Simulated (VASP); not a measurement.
Given:

```
CELL_PARAMETERS angstrom
      0.00000     2.81169     2.81169
      2.81169     0.00000     2.81169
      2.81169     2.81169     0.00000
ATOMIC_POSITIONS crystal
  As 0.00000 0.00000 0.00000
  Sb 0.50000 0.50000 0.50000
```

These are PBE GGA, VASP's PBE PAW potentials (set 64) (plane waves; VASP 6.6.1) values and carry that method's errors. Numerical set-up: 400 eV cut-off, 7×7×7 Γ-centred mesh, second-order Methfessel-Paxton smearing of 0.10 eV, potentials As Sb.

Problem. Give the stress tensor in GPa (positive for a compressed cell).

Solution. 
```
9.86  0.00  0.00
0.00  9.86  0.00
0.00  0.00  9.86
```
The pressure is its mean diagonal, 9.86 GPa.

The structure was generated: SbAs was put into the rocksalt type (Fm-3m), which need not be its known phase. The cell was not relaxed at this level. The run is one of a series of settings (ISMEAR = 2, SIGMA = 0.1 against the base run), some of them coarse on purpose.
